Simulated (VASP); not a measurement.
Input of a VASP 6.6.1 run:

The input INCAR:

```
ALGO = Normal ; EDIFF = 1E-6
EDIFFG = -0.01 ; ENCUT = 520
GGA = PE ; IBRION = 2
ISIF = 3 ; ISMEAR = 0
KPAR = 4 ; LASPH = T
LCHARG = F ; LREAL = F
LWAVE = F ; NELM = 120
NSW = 90 ; PREC = Accurate
SIGMA = 0.1
```

The input KPOINTS:

```
k-points
0
Gamma
  6 6 10
```

The input POSCAR:

```
SrZr2O3
1.0
    5.5122026400      0.0000000000      0.0000000000
   -2.7561013200      4.7737075200      0.0000000000
    0.0000000000      0.0000000000      3.2440000000
Sr Zr O
1 2 3
Direct
    0.0000000000      0.0000000000      0.0000000000
    0.3333333300      0.6666666700      0.5000000000
    0.6666666700      0.3333333300      0.5000000000
    0.4758708300      0.0000000000      0.0000000000
    0.0000000000      0.4758708300      0.0000000000
    0.5241291700      0.5241291700      0.0000000000
```

Potentials or basis: VASP PAW PBE potentials, release 64 (Sr_sv, Zr_sv, O).

Run with:

```console
$ cat potpaw_PBE.64/Sr_sv/POTCAR potpaw_PBE.64/Zr_sv/POTCAR potpaw_PBE.64/O/POTCAR > POTCAR
$ mpirun -np 4 vasp_std > vasp.out
```

(1) What does it give for the band gap on the k mesh?

(2) What does it give for the relaxed volume?

## Answers

(1) none (metal or under the smearing width).

(2) 14.16 Å³/atom.
